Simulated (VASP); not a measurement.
All values below come from vdW-DF-cx, VASP's PBE PAW potentials (set 64) (plane waves; VASP).

A VASP calculation is set up with these files.

**KPOINTS**
```
Automatic mesh
0
Gamma
14 14 14
0 0 0
```

**POSCAR**
```
RuAl
1
    2.9827916966    -0.0000000000     0.0000000000
    0.0000000000     2.9827916966     0.0000000000
   -0.0000000000    -0.0000000000     2.9827916966
Al Ru
1 1
Direct
  0.5000000000   0.5000000000   0.5000000000
  0.0000000000   0.0000000000   0.0000000000
```

**INCAR**
```
AGGAC=0.0
ALGO=Normal
EDIFF=1E-7
ENCUT=520
GGA=CX
ISIF=2
ISMEAR=-5
LASPH=.True.
LCHARG=.True.
LMAXMIX=4
LORBIT=11
LREAL=.False.
LUSE_VDW=.True.
LWAVE=.False.
NEDOS=601
NELM=100
PREC=Accurate
SYSTEM=RuAl
```

POTCAR, in this order: Al Ru_pv (PBE.64 set). Program: vasp_std.

Question: What will the output report for the number of irreducible k-points (NKPTS), largest plane-wave count, number of space-group operations, FFT grid (NGX, NGY, NGZ)?

Answer: 
The number of irreducible k-points (NKPTS) is 120 and the largest plane-wave count is 739. The number of space-group operations comes out as 48 and the FFT grid (NGX, NGY, NGZ) is 24 × 24 × 24.

The compound is RuAl in the CsCl type structure. It was relaxed first. The electron count is odd and the run is not spin-polarised, which forces a metal.
